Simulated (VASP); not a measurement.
Wanted: the native input for a VASP 6.6.1 run.

- Task: single point
- Functional: LDA
- Potentials or basis: VASP PAW LDA potentials, release 64 (B, Ir)
- Cutoff: 520 eV
- k mesh: 18 × 18 × 18
- Occupations: gaussian, width 0.15 eV
- Spin: no spin polarisation
- Dipole correction: no
- Further INCAR settings: ALGO = Fast; EDIFF = 1e-06; NBANDS = 13

The structure of BIr lies in POSCAR:

```
BIr
1.0
    2.9964764580      0.0000000000      0.0000000000
   -1.4982382290      2.5950247345      0.0000000000
    0.0000000000      0.0000000000      2.6218831407
B Ir
1 1
Direct
    0.3333333333      0.6666666667      0.5000000000
    0.0000000000      0.0000000000      0.0000000000
```

The cell comes from a database or a generator and needn't be the stable form of this composition.

The cell isn't the ideal one: strain -0.015 along x and y, -0.030 along z, atoms carried along.

One way to write it, as run:

INCAR

```
PREC = Accurate
ENCUT = 520
EDIFF = 1E-6
ISMEAR = 0
SIGMA = 0.15
LREAL = False
LASPH = True
NELM = 80
ALGO = Fast
ISIF = 2
LWAVE = False
LCHARG = False
GGA = CA
NBANDS = 13
```

KPOINTS

```
regular mesh
0
Gamma
  18 18 18
```

Potentials or basis: VASP PAW LDA potentials, release 64 (B, Ir).

Command:

```sh
$ cat potpaw_LDA.64/B/POTCAR potpaw_LDA.64/Ir/POTCAR > POTCAR
$ mpirun -np 1 vasp_std > vasp.out
```

Results of the run:

```yaml
Pressure: 14.3 GPa
Band_gap_on_the_k_mesh: none (metal or under the smearing width)
```

Run time: 74 s on 1 thread of AMD EPYC 7R43 64-Core Processor (Zen 3) (shared host), peak memory 0.17 GiB.
